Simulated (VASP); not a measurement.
Output of a VASP run:

### OSZICAR
```
       N       E                     dE             d eps       ncg     rms          rms(c)
DAV:   1     0.130141678586E+03    0.13014E+03   -0.11501E+04  8648   0.139E+03
DAV:   2    -0.146913173741E+02   -0.14483E+03   -0.14348E+03 10677   0.337E+02
DAV:   3    -0.178667388922E+02   -0.31754E+01   -0.31400E+01 11538   0.444E+01
DAV:   4    -0.178838144646E+02   -0.17076E-01   -0.17087E-01  9928   0.379E+00
DAV:   5    -0.178839758739E+02   -0.16141E-03   -0.16148E-03 11644   0.340E-01    0.192E+01
DAV:   6    -0.172543769929E+02    0.62960E+00   -0.74295E+00 10054   0.180E+01    0.410E+00
DAV:   7    -0.171353136905E+02    0.11906E+00   -0.12441E+00  9801   0.713E+00    0.420E+00
DAV:   8    -0.171137781521E+02    0.21536E-01   -0.10888E-01 10383   0.276E+00    0.455E-01
DAV:   9    -0.171141292994E+02   -0.35115E-03   -0.26880E-03 10825   0.449E-01    0.240E-01
DAV:  10    -0.171142561198E+02   -0.12682E-03   -0.83724E-04 10488   0.249E-01    0.441E-02
DAV:  11    -0.171142521186E+02    0.40012E-05   -0.22661E-04 10495   0.120E-01    0.386E-02
DAV:  12    -0.171142546505E+02   -0.25319E-05   -0.37783E-05  9866   0.431E-02    0.656E-03
DAV:  13    -0.171142540380E+02    0.61254E-06   -0.10087E-06 10271   0.891E-03    0.194E-03
DAV:  14    -0.171142539924E+02    0.45577E-07   -0.14042E-08  6119   0.102E-03
   1 F= -.17114254E+02 E0= -.17114254E+02  d E =0.000000E+00
```

### OUTCAR
```
------------------------ aborting loop because EDIFF is reached ----------------------------------------
  FORCE on cell =-STRESS in cart. coord.  units (eV):
  Direction    XX          YY          ZZ          XY          YZ          ZX
  --------------------------------------------------------------------------------------
  Total       -0.0119254     -0.0119254     -0.0415979      0.0000000     -0.0000000     -0.0000000
  in kB       -0.4623150     -0.4623150     -1.6126372      0.0000000     -0.0000000     -0.0000000
  external PRESSURE =      -0.8457558 kB  Pullay stress =       0.0000000 kB
  volume of cell :       41.33
      direct lattice vectors                 reciprocal lattice vectors
    -1.617563320  1.617563320  3.948782617     0.000000000  0.309106910  0.126621303
     1.617563320 -1.617563320  3.948782617     0.309106910  0.000000000  0.126621303
     1.617563320  1.617563320 -3.948782617     0.309106910  0.309106910  0.000000000
 POSITION                                       TOTAL-FORCE (eV/Angst)
 -----------------------------------------------------------------------------------
      0.00000      0.00000      5.24571        -0.000000     -0.000000     -0.015204
      0.00000      0.00000      2.65186         0.000000      0.000000      0.015204
      0.00000      0.00000      0.00000        -0.000000     -0.000000     -0.000000
 -----------------------------------------------------------------------------------
    total drift:                               -0.000000      0.000000     -0.000000
  FREE ENERGIE OF THE ION-ELECTRON SYSTEM (eV)
  ---------------------------------------------------
  free  energy   TOTEN  =       -17.1142539924 eV

  energy  without entropy=      -17.1142539924  energy(sigma->0) =      -17.11425399

 total charge

# of ion       s       p       d       tot
------------------------------------------
    1        0.751   0.870   0.000   1.620
    2        0.751   0.870   0.000   1.620
    3        2.279   6.193   4.168  12.640
--------------------------------------------------
tot          3.780   7.932   4.168  15.880

 Electric field gradients after diagonalization (V/A^2)
 (convention: |V_zz| > |V_xx| > |V_yy|)
----------------------------------------------------------------------
 ion       V_xx      V_yy      V_zz     asymmetry (V_yy - V_xx)/ V_zz
----------------------------------------------------------------------
   1       5.490     5.490   -10.980       0.000
   2       5.490     5.490   -10.980       0.000
   3      29.845    29.844   -59.689       0.000
```
(Selected blocks of OUTCAR.)

POSCAR:
```
MoSi2
1
   -1.6175633195     1.6175633195     3.9487826166
    1.6175633195    -1.6175633195     3.9487826166
    1.6175633195     1.6175633195    -3.9487826166
Si Mo
2 1
Direct
  0.6642181158   0.6642181158   0.0000000000
  0.3357818842   0.3357818842   0.0000000000
  0.0000000000   0.0000000000   0.0000000000
```

**Question.** Reconstruct the remaining input files.

**Answer.** This is not unique; one that fits is the input of the run itself, optB88-vdW, plane waves, VASP's PBE PAW potentials (set 64).

### INCAR
```
! general
SYSTEM  =MoSi2
PREC    =Accurate
ENCUT   =520
LREAL   =.FALSE.
LASPH   =.TRUE.

! electronic loop
EDIFF   =1E-7
NELM    =100
ALGO    =Normal
LMAXMIX =4

! smearing
ISMEAR  =-5

! functional
GGA     =BO
LUSE_VDW=.TRUE.
AGGAC   =0.0
PARAM1  =0.1833333333
PARAM2  =0.22

! ions
ISIF    =2

! output
LWAVE   =.FALSE.
LCHARG  =.TRUE.
LORBIT  =11
NEDOS   =601

! other
LEFG    =.TRUE.
```

KPOINTS:
```
kpoints
0
Gamma
  15 15 15
0 0 0
```

POTCAR, in this order: Si Mo_sv (PBE.64 set). Program: vasp_std.

For a metal the tetrahedron method with Blöchl corrections gives inexact stress and forces.

The compound is MoSi2 in the MoSi2 type structure. It was relaxed first.
